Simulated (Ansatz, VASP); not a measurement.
# Fe in two plane-wave programs, part 2 of 2

Aim: how closely do two programs agree when they are given the same cell, functional and k mesh? The cell is taken from a series of runs on this material, whose earlier steps may have relaxed, scaled, displaced or heated it; both programs get it as it stands.

VASP 6.6.1 and Ansatz 0.2.0.

So far. Step 2 (Ansatz: single point, r2SCAN with rVV10): The run ends at a pressure of -2.70 GPa.

## Step 4: Side by side

Known differences besides the potentials themselves: VASP starts from the moments at which Ansatz ended; VASP keeps PBE cores, Ansatz makes them for the functional; the cutoff is 500 eV in Ansatz and 630 eV in VASP; site moments are counted in spheres of each program's own size. Total energies have different zeros and are not compared.

Both answers:

```
                                        quantity  Ansatz   VASP  difference
                                  pressure (GPa)   -2.70  -7.92       +5.21
pressure without Ansatz's Pulay correction (GPa)   -2.91  -7.92       +5.01
                               total moment (μB)    2.67   2.67        0.00
                              moment on Fe1 (μB)    2.82   2.78       +0.05
```

Ansatz's pressure holds a Pulay correction of 0.20 GPa; VASP's holds none.

## Step 5: Ansatz: single point, r2SCAN

With cell and atoms fixed, the geometry can't cause a difference; cores, projectors, grids and the points listed under the comparison can. The cell compared in this pair holds 11.94 Å³, against 11.85 Å³ for the pair before.

The cell is taken from a series of runs on this material, whose earlier steps may have relaxed, scaled, displaced or heated it; both programs get it as it stands.

input.yaml

```yaml
crystal:
  lattice:
    - [-1.44001788, 1.44001788, 1.44001788]
    - [1.44001788, -1.44001788, 1.44001788]
    - [1.44001788, 1.44001788, -1.44001788]
  atoms:
    - { symbol: Fe, position: [0.0, 0.0, 0.0], spin: 3.0 }
hamiltonian:
  xc: r2scan
  pseudopotentials: { kind: paw }
magnetization:
  spin_polarized: true
kpoints:
  mp_grid: { grid: [22, 22, 22] }
scf:
  occupations: { method: methfessel_paxton, width: 0.15 }
  n_extra_bands: 7
output:
  forces: true
  stress: true
  eigenvalues: true
```

Run with:

```console
ansatz run input.yaml --threads 2 --pin off --max-ram 4608MiB --backend cpu --events-out ev --progress --plain --runs-dir out
```

Numbers of over 12 decimals in the logs are rounded to 6 here.

Log:

```text
[...]
Crystal: 1 atoms, lattice volume = 11.944 Å³
Basis set: ecut = 500 eV, 321 PW (Γ), exchange–correlation on 80×80×80 points (64 copies of the dense FFT grid, shifted against one another)
Bands: 15, of which v1, the nominal top of the filled ones, is band 8 counted from 1 (7 counted from 0)
Symmetry: 48 space group operations
[...]
k-point 1 ↑: bands = [... 4 lower, 9.0043, 14.3421, 14.3629, 14.4062, 15.5163, 15.5392, 41.6256, 42.0882, ... 3 higher]
  k-point 2 ↑: bands = [... 4 lower, 9.2574, 14.2811, 14.3591, 14.5334, 15.4613, 15.5442, 40.1900, 41.6884, ... 3 higher]
  k-point 327 ↓: bands = [... 4 lower, 14.8232, 14.8232, 20.5546, 20.5546, 20.5546, 27.4819, 27.4820, 27.4820, ... 3 higher]
[key lines of the parts left out:]
SCF converged after 12 iterations
Magnetization: 2.6690 μB (9.3345 up, 6.6655 down)
Free energy (F): -4485.891716 eV
Fermi energy:    17.441863 eV
P = ⅓ Tr σ = -2.3480 GPa (-23.480 kbar)
```

The run ends at a pressure of -2.35 GPa.

## Step 6: VASP: single point, r2SCAN

The same cell, functional, mesh and smearing now go to VASP, with its own data sets and cutoff.

INCAR

```
SYSTEM = Fe
PREC = Accurate
ENCUT = 630
EDIFF = 1E-06
NELM = 100
ISMEAR = 1
SIGMA = 0.15
LREAL = .FALSE.
ALGO = Normal
METAGGA = R2SCAN
LASPH = .TRUE.
NBANDS = 16
ISPIN = 2
MAGMOM = 2.83
LMAXMIX = 4
LORBIT = 11
LWAVE = .FALSE.
LCHARG = .FALSE.
KPAR = 2
ISIF = 2
```

POSCAR

```
Fe
1.0
   -1.4400178800      1.4400178800      1.4400178800
    1.4400178800     -1.4400178800      1.4400178800
    1.4400178800      1.4400178800     -1.4400178800
Fe
1
Direct
    0.0000000000      0.0000000000      0.0000000000
```

KPOINTS

```
Automatic mesh
0
Gamma
22 22 22
0 0 0
```

Potentials, in the order of the species: Fe_sv_GW (PBE family, release 64).

Run with:

```console
mpirun -np 2 vasp_std
```

Log:

```text
[banner, memory and clock lines left out]
running    2 mpi-ranks, on    1 nodes
[...]
[... a notice as in an earlier step ...]

 LDA part: xc-table for (None), standard interpolation
 POSCAR, INCAR and KPOINTS ok, starting setup
[...]
entering main loop
       N       E                     dE             d eps       ncg     rms          rms(c)
DAV:   1     0.121296734594E+03    0.12130E+03   -0.93985E+03 30552   0.339E+03
DAV:   2    -0.139311404978E+02   -0.13523E+03   -0.12487E+03 33792   0.779E+02
DAV:   3    -0.227293825340E+02   -0.87982E+01   -0.87780E+01 30936   0.146E+02
DAV:   4    -0.228833946868E+02   -0.15401E+00   -0.15397E+00 30928   0.134E+01
[...]
DAV:  15    -0.156747035378E+02   -0.34939E-05   -0.23285E-07 14328   0.288E-02    0.491E-03
DAV:  16    -0.156747050849E+02   -0.15471E-05   -0.20163E-07 12408   0.147E-02    0.172E-03
DAV:  17    -0.156747052443E+02   -0.15936E-06   -0.95361E-08 11720   0.114E-02
   1 F= -.15674705E+02 E0= -.15674761E+02  d E =0.168371E-03  mag=     2.6707
```

OUTCAR, selected parts (step 6):

```text
  Total       -0.5577837     -0.5577837     -0.5577837      0.0000000      0.0000000     -0.0000000
  in kB      -74.8191543    -74.8191543    -74.8191543      0.0000000      0.0000000     -0.0000000
  external PRESSURE =     -74.8191543 kB  Pullay stress =       0.0000000 kB

 POSITION                                       TOTAL-FORCE (eV/Angst)
 -----------------------------------------------------------------------------------
      0.00000      0.00000      0.00000        -0.000000      0.000000      0.000000
 -----------------------------------------------------------------------------------
    total drift:                                0.000000     -0.000000      0.000000

  FREE ENERGIE OF THE ION-ELECTRON SYSTEM (eV)
  ---------------------------------------------------
  free  energy   TOTEN  =       -15.6747052443 eV

  energy  without entropy=      -15.6748736153  energy(sigma->0) =      -15.67476137

 magnetization (x)
# of ion       s       p       d       f       tot
--------------------------------------------------
    1        0.000  -0.102   2.884   0.001   2.783

[... 1 part as in an earlier step ...]

[... 2 further parts left out ...]
[key lines of the parts left out:]
E-fermi :   8.3169
```

The run ends at a pressure of -7.48 GPa.

## Step 7: Comparison

Both answers:

```
                                        quantity  Ansatz   VASP  difference
                                  pressure (GPa)   -2.35  -7.48       +5.13
pressure without Ansatz's Pulay correction (GPa)   -2.56  -7.48       +4.93
                               total moment (μB)    2.67   2.67        0.00
                              moment on Fe1 (μB)    2.83   2.78       +0.05
```

Ansatz's pressure holds a Pulay correction of 0.21 GPa; VASP's holds none.

## Step 8: Summary of results

```
difference in pressure (single point, r2SCAN with rVV10) : 5.2 GPa
difference in pressure (single point, r2SCAN)            : 5.1 GPa
```

In words: The difference in pressure is 5.2 GPa (single point, r2SCAN with rVV10), beyond the 1 GPa picked in this series as the mark of a large difference. What causes the difference of the single point, r2SCAN with rVV10 pair stays open here. What causes the difference of the single point, r2SCAN pair stays open here. Such differences can come from data sets, numerical settings and the points named under the comparisons, not from the functional's error against experiment.

[Lines on the potential files, build, host, timing and source positions are cut from VASP's logs without a mark.]

[Logs are printed without paths, hosts, clocks, repeated set-up lines and the standing remarks that a program may print on its own settings, such as how far it seeks lower states.]

[Hosts, paths, dates, database ids (printed as entryN), source tags and the programs' standing remarks are cut or masked in the printed files.]
